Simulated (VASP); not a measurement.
An input for Quantum ESPRESSO's pw.x (written as the equivalent of a VASP run, and not itself run):

```
&CONTROL
  calculation = 'scf'
  pseudo_dir = './pseudo'
  outdir = './out'
  tprnfor = .true.
  tstress = .true.
/
&SYSTEM
  ibrav = 0
  nat = 8
  ntyp = 3
  ecutwfc = 84
  occupations = 'tetrahedra'
  input_dft = 'pbesol'
/
&ELECTRONS
  conv_thr = 7.3e-09
  electron_maxstep = 100
/
ATOMIC_SPECIES
  Sc 44.956 Sc.upf
  N 14.007 N.upf
  Hf 178.490 Hf.upf
CELL_PARAMETERS angstrom
     4.4818531    0.0000000    0.0000000
    -0.0000000    4.4818531    0.0000000
    -0.0000000   -0.0000000    4.4818531
ATOMIC_POSITIONS crystal
  Sc   0.0000000  0.0000000  0.0000000
  N    0.5000000  0.5000000  0.5000000
  N    0.0000000  0.0000000  0.5000000
  N    0.0000000  0.5000000  0.0000000
  N    0.5000000  0.0000000  0.0000000
  Hf   0.5000000  0.5000000  0.0000000
  Hf   0.5000000  0.0000000  0.5000000
  Hf   0.0000000  0.5000000  0.5000000
K_POINTS automatic
  8 8 8 0 0 0
```

Question: Translate this input to VASP (INCAR, KPOINTS, POSCAR, choice of POTCAR).

Answer: This is not unique; one that fits is 
**KPOINTS**
```
Automatic mesh
0
gamma
 8 8 8
0 0 0
```

### INCAR
```
# general
SYSTEM  = Hf3ScN4
PREC    = Accurate
ENCUT   = 520
LREAL   = .False.   # projection in real space or not
LASPH   = .True.   # aspherical one-centre terms

# electronic loop
EDIFF   = 1E-7   # SCF stop (eV)
NELM    = 100
ALGO    = Normal   # blocked Davidson
LMAXMIX = 6

# smearing
ISMEAR  = -5   # tetrahedra, Bloechl

# functional
GGA     = PS

# ions
ISIF    = 2   # forces and stress, cell fixed

# output
LWAVE   = .False.
LCHARG  = .True.
LORBIT  = 11   # lm-projected
NEDOS   = 601   # DOS grid

# other
LEFG    = .True.
```

### POSCAR
```
Hf3ScN4
8.9637060
  0.5000000091   0.0000000000   0.0000000000
  0.0000000000   0.5000000091   0.0000000000
  0.0000000000   0.0000000000   0.5000000091
Sc N Hf
1 4 3
Cartesian
  0.0000000000   0.0000000000   0.0000000000
  0.2500000046   0.2500000046   0.2500000046
  0.0000000000   0.0000000000   0.2500000046
  0.0000000000   0.2500000046   0.0000000000
  0.2500000046   0.0000000000   0.0000000000
  0.2500000046   0.2500000046   0.0000000000
  0.2500000046   0.0000000000   0.2500000046
  0.0000000000   0.2500000046   0.2500000046
```

POTCAR, in this order: Sc_sv N Hf_pv (PBE.64 set). Program: vasp_std.

The two are equivalent in intent, not identical: the potentials are each code's own (VASP's PAW set, PseudoDojo norm-conserving files in pw.x), so ENCUT and ecutwfc are chosen apart and not converted; conv_thr bounds pw.x's estimated SCF error, while EDIFF bounds the energy change between steps; the field gradients of LEFG aren't asked of the other code.

The structure was generated: Hf3ScN4 was put into an ordered model structure (Pm-3m), which need not be its known phase. It was relaxed first.
